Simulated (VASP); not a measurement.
Method: revPBE GGA, VASP's PBE PAW potentials (set 64) (plane waves; VASP).

VASP input:

File POSCAR:
```
Tb
1.0
  1.8636203638  -3.2278846632   0.0000000000
  1.8636203638   3.2278846632   0.0000000000
  0.0000000000   0.0000000000   5.7459204687
Tb
2
direct
  0.3333330000   0.6666670000   0.2500000000
  0.6666670000   0.3333330000   0.7500000000
```

**KPOINTS**
```
kpoints
0
G
 11 11 7
0 0 0
```

### INCAR
```
SYSTEM = Tb
LREAL = F
NELM = 100
PREC = Accurate
ISMEAR = 1   ! Methfessel-Paxton
LCHARG = F
IBRION = 2
ALGO = Normal   ! blocked Davidson
GGA = RE   ! revPBE
ENCUT = 520
ISIF = 4   ! ions and shape, fixed volume
SIGMA = 0.1   ! width (eV)
NSW = 30
EDIFFG = -0.01   ! ionic stop
LWAVE = F
LASPH = T
EDIFF = 1E-7   ! SCF stop (eV)
LMAXMIX = 6
```

POTCAR, in this order: Tb_3 (PBE.64 set). Program: vasp_std.

Output

File OSZICAR:
```
       N       E                     dE             d eps       ncg     rms          rms(c)
DAV:   1     0.420359141400E+02    0.42036E+02   -0.89233E+03  1664   0.123E+03
DAV:   2    -0.631289558922E+01   -0.48349E+02   -0.47506E+02  1799   0.254E+02
DAV:   3    -0.846866859673E+01   -0.21558E+01   -0.19908E+01  2297   0.309E+01
DAV:   4    -0.852409634785E+01   -0.55428E-01   -0.53733E-01  1953   0.472E+00
DAV:   5    -0.852542962946E+01   -0.13333E-02   -0.13327E-02  2465   0.636E-01    0.228E+01
DAV:   6    -0.852656352479E+01   -0.11339E-02   -0.25273E-02  2027   0.136E+00    0.136E+01
DAV:   7    -0.853623163602E+01   -0.96681E-02   -0.47832E-02  2046   0.189E+00    0.222E-01
DAV:   8    -0.853598887523E+01    0.24276E-03   -0.24070E-03  2004   0.393E-01    0.616E-02
DAV:   9    -0.853601328067E+01   -0.24405E-04   -0.21939E-04  2094   0.118E-01    0.368E-02
DAV:  10    -0.853600569176E+01    0.75889E-05   -0.36530E-05  2034   0.435E-02    0.478E-02
DAV:  11    -0.853600805694E+01   -0.23652E-05   -0.57437E-06  1949   0.185E-02    0.256E-03
DAV:  12    -0.853600829799E+01   -0.24105E-06   -0.30443E-07  2096   0.460E-03    0.456E-03
DAV:  13    -0.853600811167E+01    0.18632E-06   -0.57439E-08  1182   0.188E-03    0.522E-04
DAV:  14    -0.853600809656E+01    0.15109E-07   -0.11568E-08  1162   0.101E-03
   1 F= -.85360081E+01 E0= -.85350793E+01  d E =-.853601E+01
       N       E                     dE             d eps       ncg     rms          rms(c)
DAV:   1    -0.853865908618E+01   -0.26510E-02   -0.98198E-02  1664   0.231E+00    0.206E-01
DAV:   2    -0.853743791478E+01    0.12212E-02   -0.16180E-03  1979   0.340E-01    0.121E-01
DAV:   3    -0.853687311073E+01    0.56480E-03   -0.72629E-04  2088   0.212E-01    0.538E-02
DAV:   4    -0.853687765641E+01   -0.45457E-05   -0.11645E-04  2125   0.788E-02    0.292E-02
DAV:   5    -0.853687806666E+01   -0.41025E-06   -0.28073E-06  2227   0.131E-02    0.583E-03
DAV:   6    -0.853687789896E+01    0.16770E-06   -0.32358E-07  2135   0.435E-03    0.153E-03
DAV:   7    -0.853687786381E+01    0.35153E-07   -0.31137E-08  1027   0.163E-03
   2 F= -.85368779E+01 E0= -.85360701E+01  d E =-.869767E-03
       N       E                     dE             d eps       ncg     rms          rms(c)
DAV:   1    -0.853864891406E+01   -0.17710E-02   -0.82310E-02  1664   0.211E+00    0.190E-01
DAV:   2    -0.853761092734E+01    0.10380E-02   -0.13638E-03  1964   0.312E-01    0.113E-01
DAV:   3    -0.853713178636E+01    0.47914E-03   -0.62184E-04  2055   0.196E-01    0.498E-02
DAV:   4    -0.853713623687E+01   -0.44505E-05   -0.98439E-05  2092   0.723E-02    0.270E-02
DAV:   5    -0.853713654298E+01   -0.30611E-06   -0.23986E-06  2227   0.121E-02    0.554E-03
DAV:   6    -0.853713639097E+01    0.15200E-06   -0.27844E-07  2014   0.405E-03    0.141E-03
DAV:   7    -0.853713636269E+01    0.28281E-07   -0.27321E-08   962   0.152E-03
   3 F= -.85371364E+01 E0= -.85364096E+01  d E =-.112827E-02
```

**OUTCAR**
```
------------------------ aborting loop because EDIFF is reached ----------------------------------------
  FORCE on cell =-STRESS in cart. coord.  units (eV):
  Direction    XX          YY          ZZ          XY          YZ          ZX
  --------------------------------------------------------------------------------------
  Total       -0.4699329     -0.4699328     -0.4689819     -0.0000000      0.0000000      0.0000000
  in kB      -10.8913421    -10.8913389    -10.8693010     -0.0000000      0.0000000      0.0000000
  external PRESSURE =     -10.8839940 kB  Pullay stress =       0.0000000 kB
  volume of cell :       69.13
      direct lattice vectors                 reciprocal lattice vectors
     1.855881376 -3.214480370 -0.000000000     0.269413771 -0.155546136  0.000000000
     1.855881376  3.214480370  0.000000000     0.269413771  0.155546136  0.000000000
    -0.000000000 -0.000000000  5.793941082     0.000000000 -0.000000000  0.172594092
 POSITION                                       TOTAL-FORCE (eV/Angst)
 -----------------------------------------------------------------------------------
      1.85588      1.07150      1.44849         0.000000     -0.000000      0.000000
      1.85588     -1.07150      4.34546        -0.000000      0.000000      0.000000
 -----------------------------------------------------------------------------------
    total drift:                                0.000005      0.000116     -0.000011
  FREE ENERGIE OF THE ION-ELECTRON SYSTEM (eV)
  ---------------------------------------------------
  free  energy   TOTEN  =        -8.5371363627 eV

  energy  without entropy=       -8.5349560761  energy(sigma->0) =       -8.53640960

 reached required accuracy - stopping structural energy minimisation
```
(Selected blocks of OUTCAR.)

CONTCAR:
```
Tb
   1.00000000000000
     1.8558813762268713   -3.2144803699830815   -0.0000000000000000
     1.8558813762268713    3.2144803699830815    0.0000000000000000
    -0.0000000000000000   -0.0000000000000000    5.7939410818189270
  Tb
     2
Direct
     0.3333330000000032    0.6666669999999968    0.2500000000000000
     0.6666669999999968    0.3333330000000032    0.7500000000000000
```

The 4f electrons are frozen in the core of the lanthanide potential, so 4f levels, which can set the real gap, and their magnetism are missing.

The compound is Tb in the hcp structure. This cell is one point of a volume scan, at 1.03 of the reference volume. Symmetry was kept, so distortions that lower it aren't found.
